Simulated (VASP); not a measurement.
These are LDA (Ceperley-Alder, Perdew-Zunger), VASP's LDA PAW potentials (set 64) (plane waves; VASP) values and carry that method's errors. Each cell was relaxed at this level.

Question: Which of these has an unstable (imaginary) mode at Γ?
(A) Tl, P6_3/mmc (194)
(B) CdSe, F-43m (216)
(C) GeSe, Fm-3m (225)
(D) SnS2, P-3m1 (164)

Answer: C, GeSe, Fm-3m (225). Its optical Γ-point modes are 67i (×3) cm⁻¹.
